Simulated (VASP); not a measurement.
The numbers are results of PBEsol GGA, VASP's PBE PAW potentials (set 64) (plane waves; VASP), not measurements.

A VASP calculation is set up with these files.

POSCAR:
```
TiB2
1.0
  1.5431790000  -2.6728640000   0.0000000000
  1.5431790000   2.6728640000   0.0000000000
  0.0000000000   0.0000000000   3.2900780000
Ti B
1 2
Cartesian
  0.0000000000   0.0000000000   0.0000000000
  1.5431790000   0.8909564486   1.6450390000
  1.5431790000  -0.8909564486   1.6450390000
```

### KPOINTS
```
Regular mesh
0
gamma
  12 12 10
```

**INCAR**
```
! general
SYSTEM =TiB2
PREC   =Accurate
ENCUT  =400   ! plane-wave cut-off (eV)
LREAL  =.FALSE.   ! projection in real space or not
LASPH  =.TRUE.   ! aspherical one-centre terms

! electronic loop
EDIFF  =1E-6   ! SCF stop (eV)
NELM   =100   ! most electronic steps
ALGO   =Normal
LMAXMIX=4   ! l cut-off of mixed one-centre charges

! smearing
ISMEAR =-1   ! Fermi-Dirac
SIGMA  =0.05

! functional
GGA    =PS

! ions
ISIF   =2   ! forces and stress, cell fixed

! output
LWAVE  =.FALSE.
LCHARG =.FALSE.
```

POTCAR, in this order: Ti_sv B (PBE.64 set). Program: vasp_std.

The resulting files:

File OSZICAR:
```
       N       E                     dE             d eps       ncg     rms          rms(c)
DAV:   1     0.107890439783E+03    0.10789E+03   -0.79642E+03  2964   0.131E+03
DAV:   2    -0.226465568224E+02   -0.13054E+03   -0.12716E+03  3059   0.352E+02
DAV:   3    -0.304266683711E+02   -0.77801E+01   -0.76715E+01  4346   0.839E+01
DAV:   4    -0.306578706369E+02   -0.23120E+00   -0.23079E+00  3721   0.136E+01
DAV:   5    -0.306668528989E+02   -0.89823E-02   -0.89819E-02  4457   0.224E+00    0.159E+01
DAV:   6    -0.256705010468E+02    0.49964E+01   -0.26916E+01  3939   0.582E+01    0.365E+00
DAV:   7    -0.256859672304E+02   -0.15466E-01   -0.18877E+00  3388   0.160E+01    0.306E+00
DAV:   8    -0.256917526406E+02   -0.57854E-02   -0.21718E-01  4335   0.447E+00    0.885E-01
DAV:   9    -0.256780449003E+02    0.13708E-01   -0.10514E-01  4034   0.414E+00    0.274E-01
DAV:  10    -0.256771702078E+02    0.87469E-03   -0.58864E-03  3648   0.994E-01    0.589E-02
DAV:  11    -0.256772139478E+02   -0.43740E-04   -0.44275E-04  4323   0.255E-01    0.509E-02
DAV:  12    -0.256771808965E+02    0.33051E-04   -0.20113E-04  3960   0.189E-01    0.822E-03
DAV:  13    -0.256771794326E+02    0.14639E-05   -0.84311E-06  3630   0.353E-02    0.104E-03
DAV:  14    -0.256771796072E+02   -0.17459E-06   -0.22774E-07  1647   0.497E-03
   1 F= -.25677180E+02 E0= -.25675304E+02  d E =-.375084E-02
```

File OUTCAR:
```
------------------------ aborting loop because EDIFF is reached ----------------------------------------
  FORCE on cell =-STRESS in cart. coord.  units (eV):
  Direction    XX          YY          ZZ          XY          YZ          ZX
  --------------------------------------------------------------------------------------
  Total       -2.9841370     -2.9841361     -2.9348254      0.0000000      0.0000000     -0.0000000
  in kB     -176.1570338   -176.1569767   -173.2461095      0.0000000      0.0000000     -0.0000000
  external PRESSURE =    -175.1867067 kB  Pullay stress =       0.0000000 kB
  volume of cell :       27.14
      direct lattice vectors                 reciprocal lattice vectors
     1.543179000 -2.672864000  0.000000000     0.324006483 -0.187065260  0.000000000
     1.543179000  2.672864000  0.000000000     0.324006483  0.187065260  0.000000000
     0.000000000  0.000000000  3.290078000     0.000000000  0.000000000  0.303944162
 POSITION                                       TOTAL-FORCE (eV/Angst)
 -----------------------------------------------------------------------------------
      0.00000      0.00000      0.00000         0.000000      0.000000     -0.000000
      1.54318      0.89096      1.64504         0.000000     -0.000000      0.000000
      1.54318     -0.89096      1.64504        -0.000000      0.000000     -0.000000
 -----------------------------------------------------------------------------------
    total drift:                               -0.000000     -0.000000     -0.000000
  FREE ENERGIE OF THE ION-ELECTRON SYSTEM (eV)
  ---------------------------------------------------
  free  energy   TOTEN  =       -25.6771796072 eV

  energy  without entropy=      -25.6734287668  energy(sigma->0) =      -25.67530419
```
(Selected blocks of OUTCAR.)

At this cut-off the stress carries a Pulay error, which pulls relaxed volumes low.

The structure is a typed TiB2 crystal. The cell was not relaxed at this level.
